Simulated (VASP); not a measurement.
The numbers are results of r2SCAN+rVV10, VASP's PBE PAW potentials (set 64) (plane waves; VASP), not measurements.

A VASP calculation is set up with these files.

### KPOINTS
```
Automatic mesh
0
Gamma
8 8 5
0 0 0
```

**KPOINTS_OPT**
```
k-points along high-symmetry lines
6
Line-mode
Reciprocal
  0.000000   0.000000   0.000000 ! GAMMA
  0.500000  -0.000000   0.000000 ! M

  0.500000  -0.000000   0.000000 ! M
  0.333333   0.333333   0.000000 ! K

  0.333333   0.333333   0.000000 ! K
  0.000000   0.000000   0.000000 ! GAMMA

  0.000000   0.000000   0.000000 ! GAMMA
  0.000000   0.000000   0.500000 ! A

  0.000000   0.000000   0.500000 ! A
  0.500000  -0.000000   0.500000 ! L

  0.500000  -0.000000   0.500000 ! L
  0.333333   0.333333   0.500000 ! H

  0.333333   0.333333   0.500000 ! H
  0.000000   0.000000   0.500000 ! A

  0.500000  -0.000000   0.500000 ! L
  0.500000  -0.000000   0.000000 ! M

  0.333333   0.333333   0.500000 ! H
  0.333333   0.333333   0.000000 ! K
```

File POSCAR:
```
PtS2
1
    1.7784426079    -3.0803530267     0.0000000000
    1.7784426079     3.0803530267     0.0000000000
    0.0000000000     0.0000000000     5.1218980003
Pt S
1 2
Direct
  0.0000000000   0.0000000000   0.0000000000
  0.3333330000   0.6666670000   0.2388789459
  0.6666670000   0.3333330000   0.7611210541
```

**INCAR**
```
# general
SYSTEM  =PtS2
PREC    =Accurate
ENCUT   =520
LREAL   =.FALSE.   # projection in real space or not
LASPH   =.TRUE.

# electronic loop
EDIFF   =1E-7   # SCF stop (eV)
NELM    =100
ALGO    =Normal
LMAXMIX =6   # l cut-off of mixed one-centre charges
LMIXTAU =.TRUE.

# smearing
ISMEAR  =-5

# functional
METAGGA =R2SCAN
LUSE_VDW=.TRUE.
BPARAM  =11.95
CPARAM  =0.0093

# ions
ISIF    =2   # forces and stress, cell fixed

# output
LWAVE   =.FALSE.
LCHARG  =.FALSE.
LORBIT  =11   # lm-projected
NEDOS   =601

# other
LEFG    =.TRUE.
```

POTCAR, in this order: Pt S (PBE.64 set). Program: vasp_std.

Unless said otherwise, spin-orbit coupling is left out, though it shifts the bands of the heavy elements here.

### Question
Estimate the energy per atom (σ→0), band gap (over mesh and band path).

### Answer

```yaml
energy per atom (σ→0): -22.806 eV/atom
band gap (over mesh and band path): 0.93 eV
```

File OSZICAR:
```
...
DAV:  18    -0.684175112841E+02   -0.25728E-06   -0.10239E-07   964   0.419E-03    0.704E-04
DAV:  19    -0.684175115947E+02   -0.31062E-06   -0.10328E-08   642   0.116E-03    0.543E-04
DAV:  20    -0.684175114147E+02    0.17994E-06   -0.31621E-09   607   0.630E-04    0.332E-04
DAV:  21    -0.684175115750E+02   -0.16026E-06   -0.14378E-09   621   0.429E-04    0.523E-05
DAV:  22    -0.684175114767E+02    0.98323E-07   -0.93149E-10   621   0.334E-04
   1 F= -.68417511E+02 E0= -.68417511E+02  d E =0.000000E+00
       N       E                     dE             ncg
       N       E                     dE             ncg
```

The compound is PtS2 in the 1T layered structure. It was relaxed first.
